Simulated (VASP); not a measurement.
Input:

```xyz
4
Lattice="3.8200 0.0000 0.0000 0.0000 3.8200 0.0000 0.0000 0.0000 3.8200" Properties=species:S:1:pos:R:3 pbc="T T T"
Ti     0.0000     0.0000     0.0000
Pd     0.0000     1.9100     1.9100
Pd     1.9100     0.0000     1.9100
Pd     1.9100     1.9100     0.0000
```

Level of theory: PBEsol GGA, VASP's PBE PAW potentials (set 64) (plane waves; VASP). Settings: 300 eV cut-off, 6×6×6 Γ-centred mesh, Fermi-Dirac smearing of 0.10 eV, potentials Ti_sv Pd.

At this cut-off the stress carries a Pulay error, which pulls relaxed volumes low. Energy and stress use the plane-wave basis of the starting cell.

Task: The ions, cell shape and volume are relaxed. Predict the relaxed structure.

Result: 
```xyz
4
Lattice="3.8669 0.0000 0.0000 0.0000 3.8669 0.0000 0.0000 0.0000 3.8669" Properties=species:S:1:pos:R:3 pbc="T T T"
Ti     0.0000     0.0000     0.0000
Pd     0.0000     1.9334     1.9334
Pd     1.9334     0.0000     1.9334
Pd     1.9334     1.9334     0.0000
```
Space group Pm-3m (221), at a tolerance of 0.03 Å.

Task: How do energy and volume change from the first to the last step?

Result: The energy (σ→0) changes by -12.3 meV/atom and the volume by +3.7 %, in 4 ionic steps.

```csv
step,E(σ→0) (eV),max force (eV/Å),pressure (GPa),volume (Å³)
1,-28.8859,0.000,8.16,55.74
2,-28.7868,0.000,-11.35,61.67
3,-28.9350,0.000,-0.14,57.86
4,-28.9351,0.000,-0.02,57.82
```

The structure comes from a measured TiPd3 entry of the Crystallography Open Database, whose conditions weren't checked. This run relaxes it. Symmetry was kept, so distortions that lower it aren't found. The run is one of a series of settings (EDIFFG = -0.01, IBRION = 2, ISIF = 3, NSW = 50 against the base run), some of them coarse on purpose.
